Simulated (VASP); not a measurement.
# Mg2CdO3 (P-3m1) in VASP: density of states with PBE

Aim: the density of states of Mg2CdO3 with PBE.

All numbers are computed with VASP 6.6.1; they aren't measurements. Logs are shortened: lines on timing, memory, paths and dates and some standing lists are left out, and cuts for length are marked.

### Step 1. The structure

Symmetry: P-3m1, No. 164, trigonal system. The conventional cell has a = 3.117 Å, b = 3.117 Å, c = 7.796 Å, α = 90.00°, β = 90.00°, γ = 120.00°. Around Mg (site symmetry 3m) lie 6 O at 2.14 to 2.17 Å. Cd (site symmetry -3m) has 6 O at 2.36 Å as nearest neighbours. Around O (site symmetry 3m) lie 3 Mg at 2.14 Å and 3 Cd at 2.36 Å. Around O (site symmetry -3m) lie 6 Mg at 2.17 Å.

The cell was built by a generator and needn't be a form met in nature.

### Step 2. Density of states, PBE

The input, POSCAR:

```
Mg2CdO3                                 
1.0
    3.1168884040      0.0000000000      0.0000000000
   -1.5584441970      2.6993045333      0.0000000000
    0.0000000000      0.0000000000      7.7963014599
  Mg              Cd              O             
     2     1     3
Direct
     0.3333333300000021    0.6666666699999979    0.3442228318213054
     0.6666666699999979    0.3333333300000021    0.6557771681786946
     0.0000000000000000    0.0000000000000000    0.0000000000000000
     0.6666666699999979    0.3333333300000021    0.1963006259583011
     0.3333333300000021    0.6666666699999979    0.8036993740416989
     0.0000000000000000    0.0000000000000000    0.5000000000000000
```

The input, INCAR.step1:

```
ALGO = Fast
EDIFF = 1E-7
ENCUT = 520
GGA = PE
ISIF = 2
ISMEAR = 0
KPAR = 4
LASPH = True
LCHARG = True
LREAL = False
LWAVE = False
NELM = 60
PREC = Accurate
SIGMA = 0.03
```

The input, KPOINTS.step1:

```
k-points
0
Gamma
  10 10 4
```

The input, INCAR.step2:

```
ALGO = Fast
EDIFF = 1E-7
ENCUT = 520
GGA = PE
ICHARG = 11
ISIF = 2
ISMEAR = -5
KPAR = 4
LASPH = True
LCHARG = False
LORBIT = 11
LREAL = False
LWAVE = False
NEDOS = 2001
NELM = 60
PREC = Accurate
SIGMA = 0.03
```

The input, KPOINTS.step2:

```
k-points
0
Gamma
  15 15 6
```

Potentials or basis: VASP PAW PBE potentials, release 64 (Mg, Cd, O).

Command:

```sh
$ cat potpaw_PBE.64/Mg/POTCAR potpaw_PBE.64/Cd/POTCAR potpaw_PBE.64/O/POTCAR > POTCAR
$ cp INCAR.step1 INCAR
$ cp KPOINTS.step1 KPOINTS
$ mpirun -np 4 vasp_std > vasp.out
$ cp INCAR.step2 INCAR
$ cp KPOINTS.step2 KPOINTS
$ mpirun -np 4 vasp_std > vasp.out
```

OUTCAR:

```text
EDIFF = 1E-7
   ENCUT = 520
   GGA = PE
   ICHARG = 11
   ISIF = 2
   ISMEAR = -5
   LASPH = True
   LORBIT = 11
   LREAL = False
   NELM = 60
   PREC = Accurate

 ion  position               nearest neighbor table
   1  0.333  0.667  0.344-   4 2.14   4 2.14   4 2.14   6 2.17   6 2.17   6 2.17   2 3.02   2 3.02
                             2 3.02   3 3.23   3 3.23   3 3.23
   2  0.667  0.333  0.656-   5 2.14   5 2.14   5 2.14   6 2.17   6 2.17   6 2.17   1 3.02   1 3.02
                             1 3.02   3 3.23   3 3.23   3 3.23
   3  0.000  0.000  0.000-   4 2.36   5 2.36   5 2.36   4 2.36   4 2.36   5 2.36   1 3.23   2 3.23
                             1 3.23   2 3.23   1 3.23   2 3.23
   4  0.667  0.333  0.196-   1 2.14   1 2.14   1 2.14   3 2.36   3 2.36   3 2.36
   5  0.333  0.667  0.804-   2 2.14   2 2.14   2 2.14   3 2.36   3 2.36   3 2.36
   6  0.000  0.000  0.500-   1 2.17   2 2.17   1 2.17   2 2.17   2 2.17   1 2.17

  LATTYP: Found a hexagonal cell.
 ALAT       =     3.1168884040
 C/A-ratio  =     2.5013091421

  Lattice vectors:

 A1 = (   3.1168884040,   0.0000000000,   0.0000000000)
 A2 = (  -1.5584441970,   2.6993045333,   0.0000000000)
 A3 = (   0.0000000000,   0.0000000000,   7.7963014599)

Analysis of symmetry for initial positions (statically):
=====================================================================
 Subroutine PRICEL returns:
 Original cell was already a primitive cell.

 Routine SETGRP: Setting up the symmetry group for a
 hexagonal supercell.

 Subroutine GETGRP returns: Found 12 space group operations
 (whereof 12 operations were pure point group operations)
 out of a pool of 24 trial point group operations.

The static configuration has the point symmetry D_3d.

Analysis of symmetry for dynamics (positions and initial velocities):
=====================================================================
 Subroutine PRICEL returns:
 Original cell was already a primitive cell.

 Routine SETGRP: Setting up the symmetry group for a
 hexagonal supercell.

 Subroutine GETGRP returns: Found 12 space group operations
 (whereof 12 operations were pure point group operations)
 out of a pool of 24 trial point group operations.

The dynamic configuration has the point symmetry D_3d.

 Subroutine INISYM returns: Found 12 space group operations
 (whereof 12 operations are pure point group operations),
 and found     1 'primitive' translations

----------------------------------------------------------------------------------------

                                     Primitive cell

  volume of cell :      65.5936

  direct lattice vectors                    reciprocal lattice vectors
     3.116888404  0.000000000  0.000000000     0.320832789  0.185232897  0.000000000
    -1.558444197  2.699304533  0.000000000     0.000000000  0.370465795  0.000000000
     0.000000000  0.000000000  7.796301460     0.000000000  0.000000000  0.128265948

  length of vectors
     3.116888404  3.116888397  7.796301460     0.370465794  0.370465795  0.128265948

  position of ions in fractional coordinates (direct lattice)
     0.333333330  0.666666670  0.344222832
     0.666666670  0.333333330  0.655777168
     0.000000000  0.000000000  0.000000000
     0.666666670  0.333333330  0.196300626
     0.333333330  0.666666670  0.803699374
     0.000000000  0.000000000  0.500000000

  ion indices of the primitive-cell ions
   primitive index   ion index
                 1           1
                 2           2
                 3           3
                 4           4
                 5           5
                 6           6

----------------------------------------------------------------------------------------

 KPOINTS: k-points

Automatic generation of k-mesh.
 Grid dimensions read from file:
 generate k-points for:   15   15    6

 Generating k-lattice:

  Cartesian coordinates                     Fractional coordinates (reciprocal lattice)
     0.021388853  0.012348860  0.000000000     0.066666667 -0.000000000  0.000000000
     0.000000000  0.024697720  0.000000000     0.000000000  0.066666667  0.000000000
     0.000000000  0.000000000  0.021377658     0.000000000  0.000000000  0.166666667

  Length of vectors
     0.024697720  0.024697720  0.021377658

  Shift w.r.t. Gamma in fractional coordinates (k-lattice)
     0.000000000  0.000000000  0.000000000

 TETIRR: Found   1946 inequivalent tetrahedra from     8100

 Subroutine IBZKPT returns following result:
 ===========================================

 Found    146 irreducible k-points:

 Following reciprocal coordinates:
            Coordinates               Weight
  0.000000  0.000000  0.000000      1.000000
  0.066667  0.000000  0.000000      6.000000
  0.133333  0.000000  0.000000      6.000000
  0.200000  0.000000  0.000000      6.000000
  0.266667  0.000000  0.000000      6.000000
  0.333333  0.000000  0.000000      6.000000
[... 16 lines left out ...]
  0.333333  0.200000  0.000000     12.000000
  0.400000  0.200000  0.000000      6.000000
 [... further k-points ...]
   k-points           NKPTS =    146   k-points in BZ     NKDIM =    146   number of bands    NBANDS=     21
   number of dos      NEDOS =   2001   number of ions     NIONS =      6
   total plane-waves  NPLWV =  34560
   dimension x,y,z NGX =    24 NGY =   24 NGZ =   60
   dimension x,y,z NGXF=    48 NGYF=   48 NGZF=  120
   ions per type =               2   1   3
   NGX,Y,Z   is equivalent  to a cutoff of  12.80, 12.80, 12.79 a.u.
   NGXF,Y,Z  is equivalent  to a cutoff of  25.60, 25.60, 25.59 a.u.
 SYSTEM =  unknown system
   PREC   = accura    normal or accurate (medium, high low for compatibility)
   ISTART =      0    job   : 0-new  1-cont  2-samecut
   ICHARG =     11    charge: 1-file 2-atom 10-const
   ISPIN  =      1    spin polarized calculation?
   LNONCOLLINEAR =      F non collinear calculations
   LSORBIT =      F    spin-orbit coupling
   LASPH  =      T    aspherical Exc in radial PAW
   ENCUT  =  520.0 eV  38.22 Ry    6.18 a.u.   5.80  5.80 14.50*2*pi/ulx,y,z
   NELM   =     60;   NELMIN=  2; NELMDL=  0     # of ELM steps
   EDIFF  = 0.1E-06   stopping-criterion for ELM
   LREAL  =      F    real-space projection
   EDIFFG = 0.1E-05   stopping-criterion for IOM
   NSW    =      0    number of steps for IOM
   IBRION =     -1    ionic relax: 0-MD 1-quasi-New 2-CG
   NFREE  =      0    steps in history (QN), initial steepest desc. (CG)
   ISIF   =      2    stress and relaxation
   ISYM   =      2    0-nonsym 1-usesym 2-fastsym
   POTIM  = 0.5000    time-step for ionic-motion
   TEBEG  =    0.0;   TEEND  =   0.0 temperature during run
   PSTRESS=    0.0 pullay stress
   NELECT =      34.0000    total number of electrons
   NUPDOWN=      -1.0000    fix difference up-down
   EMIN   =  10.00;   EMAX   =-10.00  energy-range for DOS
   EFERMI =   0.00;   METHOD = LEGACY
   ISMEAR =    -5;   SIGMA  =   0.03  broadening in eV -4-tet -1-fermi 0-gaus
   EFERMI_NEDOS =   21; number of points for ismear=-14 and -15
   IALGO  =     68    algorithm
   IMIX   =      4    mixing-type and parameters
     AMIX     =   0.40;   BMIX     =  1.00
     AMIX_MAG =   1.60;   BMIX_MAG =  1.00
  volume/ion in A,a.u.               =      10.93        73.77
  Fermi-wavevector in a.u.,A,eV,Ry     =   1.315065  2.485112 23.529860  1.729396
  Thomas-Fermi vector in A             =   2.445274
   LORBIT       =     11    0 simple, 1 ext, 2 COOP (PROOUT), +10 PAW based schemes
   GGA     = PE    functional components
   LHFCALC =     F    Hartree Fock is set to
   AEXX    =    0.0000 exact exchange contribution
   IVDW    =     0    specifies the selected vdW correction
   LEPSILON=     F    determine dielectric tensor
   LRPA    =     F    only Hartree local field effects (RPA)
 non-spin polarized calculation
 RMM-DIIS sequential band-by-band and
 Fermi weights with tetrahedron method with Bloechl corrections
  energy-cutoff  :      520.00
  volume of cell :       65.59
 maximum number of plane-waves:      1784

 number of electron      33.9999992 magnetization

 Free energy of the ion-electron system (eV)
  ---------------------------------------------------
  ext. energy  EPLUGINS =         0.00000000
  ---------------------------------------------------
  free energy    TOTEN  =       -31.24350150 eV

  energy without entropy =      -31.24350150  energy(sigma->0) =      -31.24350150

 E-fermi :   2.4313     XC(G=0): -11.1635

 val. band max:        2.4294993322   @ k =   0.0000   0.0000   0.5000
 cond. band min:       4.3324901089   @ k =   0.0000   0.0000   0.0000
 fundamental gap:      1.9029907767
 Fermi energy:         2.4312863782

 k-point     1 :       0.0000    0.0000    0.0000
  band No.  band energies     occupation
      1     -14.6017      2.00000
      2     -14.0576      2.00000
      3     -13.6040      2.00000
      4      -4.7016      2.00000
      5      -4.3436      2.00000
      6      -4.3436      2.00000
[... 13 lines left out ...]
     20       8.6591      0.00000
     21      12.5728      0.00000

 k-point     2 :       0.0667    0.0000    0.0000
  band No.  band energies     occupation
      1     -14.5673      2.00000
      2     -14.0411      2.00000
      3     -13.5857      2.00000
      4      -4.6593      2.00000
      5      -4.3630      2.00000
      6      -4.3098      2.00000
[... 13 lines left out ...]
     20       8.8089      0.00000
     21      12.6160      0.00000

 k-point     3 :       0.1333    0.0000    0.0000
  band No.  band energies     occupation
      1     -14.4677      2.00000
      2     -13.9937      2.00000
      3     -13.5342      2.00000
      4      -4.5717      2.00000
      5      -4.3824      2.00000
      6      -4.2141      2.00000
[... 13 lines left out ...]
     20       9.2027      0.00000
     21      12.7472      0.00000

 k-point     4 :       0.2000    0.0000    0.0000
  band No.  band energies     occupation
      1     -14.3148      2.00000
      2     -13.9226      2.00000
      3     -13.4592      2.00000
      4      -4.5875      2.00000
      5      -4.2625      2.00000
      6      -4.0779      2.00000
[... 13 lines left out ...]
     20       9.9122      0.00000
     21      12.9385      0.00000

 k-point     5 :       0.2667    0.0000    0.0000
  band No.  band energies     occupation
      1     -14.1287      2.00000
      2     -13.8377      2.00000
      3     -13.3755      2.00000
      4      -4.6638      2.00000
      5      -4.1153      2.00000
      6      -4.0013      2.00000
[... 13 lines left out ...]
     20      10.6804      0.00000
     21      12.4578      0.00000
[... 382 lines left out ...]
     20      11.8423      0.00000
     21      11.9499      0.00000

 k-point    22 :       0.2667    0.2000    0.0000
  band No.  band energies     occupation
      1     -13.7445      2.00000
      2     -13.6659      2.00000
      3     -13.2303      2.00000
      4      -4.5069      2.00000
      5      -4.2321      2.00000
      6      -4.1123      2.00000
[... 13 lines left out ...]
     20      11.7038      0.00000
     21      12.2003      0.00000

 k-point    23 :       0.3333    0.2000    0.0000
  band No.  band energies     occupation
      1     -13.6542      2.00000
      2     -13.6005      2.00000
      3     -13.2013      2.00000
      4      -4.5235      2.00000
      5      -4.2601      2.00000
      6      -4.1555      2.00000
[... 13 lines left out ...]
     20      11.7833      0.00000
     21      12.1461      0.00000

 k-point    24 :       0.4000    0.2000    0.0000
  band No.  band energies     occupation
      1     -13.6311      2.00000
      2     -13.5659      2.00000
      3     -13.1928      2.00000
      4      -4.5359      2.00000
      5      -4.2549      2.00000
      6      -4.1855      2.00000
[... 13 lines left out ...]
     20      11.7500      0.00000
     21      12.2048      0.00000

 [... further k-points ...]

------------------------ aborting loop because EDIFF is reached ----------------------------------------

  FORCE on cell =-STRESS in cart. coord.  units (eV):
  Direction    XX          YY          ZZ          XY          YZ          ZX
  --------------------------------------------------------------------------------------
  -------------------------------------------------------------------------------------
  Total       -0.0121153     -0.0121153     -0.0254521     -0.0000000      0.0000000      0.0000000
  in kB       -0.2959251     -0.2959251     -0.6216873     -0.0000000      0.0000000      0.0000000
  external PRESSURE =      -0.4045125 kB  Pullay stress =       0.0000000 kB

 VOLUME and BASIS-vectors are now :
 -----------------------------------------------------------------------------
  energy-cutoff  :      520.00
  volume of cell :       65.59
      direct lattice vectors                 reciprocal lattice vectors
     3.116888404  0.000000000  0.000000000     0.320832789  0.185232897  0.000000000
    -1.558444197  2.699304533  0.000000000     0.000000000  0.370465795  0.000000000
     0.000000000  0.000000000  7.796301460     0.000000000  0.000000000  0.128265948

 POSITION                                       TOTAL-FORCE (eV/Angst)
 -----------------------------------------------------------------------------------
     -0.00000      1.79954      2.68366         0.000000      0.000000     -0.002123
      1.55844      0.89977      5.11264         0.000000     -0.000000      0.002123
      0.00000      0.00000      0.00000         0.000000      0.000000      0.000000
      1.55844      0.89977      1.53042        -0.000000      0.000000     -0.002916
     -0.00000      1.79954      6.26588         0.000000     -0.000000      0.002916
      0.00000      0.00000      3.89815         0.000000      0.000000      0.000000
 -----------------------------------------------------------------------------------
    total drift:                               -0.000000      0.000000      0.000000

  FREE ENERGIE OF THE ION-ELECTRON SYSTEM (eV)
  ---------------------------------------------------
  free  energy   TOTEN  =       -31.2435015024 eV

  energy  without entropy=      -31.2435015024  energy(sigma->0) =      -31.24350150

 total charge

# of ion       s       p       d       tot
------------------------------------------
    1        0.138   0.154   0.065   0.357
    2        0.138   0.154   0.065   0.357
    3        0.341   0.276   9.654  10.272
    4        1.558   3.446   0.000   5.004
    5        1.558   3.446   0.000   5.004
    6        1.542   3.509   0.000   5.051
--------------------------------------------------
tot          5.276  10.986   9.784  26.046
```

Run time: 47 s. Hardware: 4 MPI ranks of Intel Xeon Platinum 8488C (Sapphire Rapids), shared host; peak memory 0.33 GiB.

Results:

```
Valence electrons inside the program's atomic spheres : Mg 0.36; Cd 10.27; O 5.00, 5.05
```

States per cell in windows of 1 eV (zero at the valence-band top; states under -8 eV left out):
| from (eV) | total | Cd3_d | O4_p | O5_p | O6_p | Cd3_s | Cd3_p |
| --- | --- | --- | --- | --- | --- | --- | --- |
| -8.0 | 1.09 | 0.90 | 0.02 | 0.02 | 0.00 | 0.01 | 0.00 |
| -7.0 | 8.29 | 7.24 | 0.15 | 0.15 | 0.00 | 0.02 | 0.01 |
| -6.0 | 0.43 | 0.41 | 0.00 | 0.00 | 0.00 | 0.00 | 0.00 |
| -5.0 | 0.58 | 0.06 | 0.09 | 0.09 | 0.02 | 0.08 | 0.01 |
| -4.0 | 4.02 | 0.28 | 0.55 | 0.55 | 0.60 | 0.16 | 0.07 |
| -3.0 | 2.82 | 0.11 | 0.46 | 0.46 | 0.51 | 0.03 | 0.06 |
| -2.0 | 4.96 | 0.13 | 0.89 | 0.89 | 1.22 | 0.02 | 0.08 |
| -1.0 | 5.67 | 0.33 | 1.29 | 1.29 | 1.16 | 0.01 | 0.02 |
| 0.0 | 0.00 | 0.00 | 0.00 | 0.00 | 0.00 | 0.00 | 0.00 |
| 1.0 | 0.00 | 0.00 | 0.00 | 0.00 | 0.00 | 0.00 | 0.00 |
| 2.0 | 0.11 | 0.00 | 0.02 | 0.02 | 0.01 | 0.02 | 0.00 |
| 3.0 | 0.43 | 0.00 | 0.07 | 0.07 | 0.02 | 0.09 | 0.01 |
| 4.0 | 0.68 | 0.01 | 0.10 | 0.10 | 0.01 | 0.15 | 0.03 |
| 5.0 | 0.73 | 0.01 | 0.07 | 0.07 | 0.01 | 0.15 | 0.06 |
| 6.0 | 0.91 | 0.01 | 0.06 | 0.06 | 0.03 | 0.16 | 0.08 |
| 7.0 | 1.27 | 0.02 | 0.07 | 0.07 | 0.06 | 0.11 | 0.12 |
